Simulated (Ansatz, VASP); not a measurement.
## LuSc2N3 in VASP and in Ansatz

File INCAR:

```
PREC = Accurate ; ENCUT = 520
EDIFF = 1E-7 ; ISMEAR = 0
SIGMA = 0.1 ; LREAL = F
LASPH = T ; NELM = 60
ALGO = Normal ; ISIF = 2
LWAVE = F ; LCHARG = F
GGA = PE ; NBANDS = 40
```

File KPOINTS:

```
Automatic mesh
0
Gamma
  6 6 6
```

POSCAR

```
LuSc2N3
1.0
    2.5601819300      1.4781217300      4.1207708200
   -2.5601819300      1.4781217300      4.1207708200
    0.0000000000     -2.9562434500      4.1207708200
Lu Sc N
1 2 3
Direct
    0.5000000000      0.5000000000      0.5000000000
    0.1235570000      0.1235570000      0.1235570000
    0.8764430000      0.8764430000      0.8764430000
    0.0000000000      0.5000000000      0.5000000000
    0.5000000000      0.5000000000      0.0000000000
    0.5000000000      0.0000000000      0.5000000000
```

Input for Ansatz:

```yaml
crystal:
  lattice:
    - [2.56018193, 1.47812173, 4.12077082]
    - [-2.56018193, 1.47812173, 4.12077082]
    - [0.0, -2.95624345, 4.12077082]
  atoms:
    - { symbol: Lu, position: [0.5, 0.5, 0.5] }
    - { symbol: Sc, position: [0.123557, 0.123557, 0.123557] }
    - { symbol: Sc, position: [0.876443, 0.876443, 0.876443] }
    - { symbol: "N", position: [0.0, 0.5, 0.5] }
    - { symbol: "N", position: [0.5, 0.5, 0.0] }
    - { symbol: "N", position: [0.5, 0.0, 0.5] }
basis:
  ecutwfc: 420
kpoints:
  mp_grid: { grid: [6, 6, 6] }
hamiltonian:
  xc: pbe
scf:
  occupations: { method: gaussian, width: 0.1 }
  lower_state_search: "off"
output:
  forces: true
  stress: true
  eigenvalues: true
```

Change from the starting cell: species swapped into the Eu2Al3Ag type (R-3m, No. 166).

Alike in both runs: task single point; functional PBE; k mesh 6 × 6 × 6; occupations gaussian, width 0.1 eV; no spin polarisation.

|  | VASP | Ansatz |
| --- | --- | --- |
| version | VASP 6.6.1 | Ansatz 0.2.0 |
| potentials or method | VASP PAW PBE potentials, release 64 (Lu, Sc_sv, N) | scalar-relativistic, plane waves, PAW |
| plane-wave cutoff (eV) | 520 | 420 |
| valence electrons in the cell | 62 | 62 |

Ansatz gave:

* gap on the k mesh at the Fermi level (eV): none
* pressure (GPa): -13.6
* largest component of the traceless stress (GPa): 23.68
* rms of the force components (eV/Å): 0.103

Problem. Which values does VASP return?

Solution. gap on the k mesh at the Fermi level (eV): none; pressure (GPa): -13.4; largest component of the traceless stress (GPa): 23.64; rms of the force components (eV/Å): 0.102.

Atom by atom the forces differ by 0.001 eV/Å (rms over components). A gap of «none» marks a metal or a gap that the smearing closes. With one functional, cell and mesh, what is left measures potentials, basis and numerics.

Spin-orbit coupling is left out, which matters for the levels of Lu.
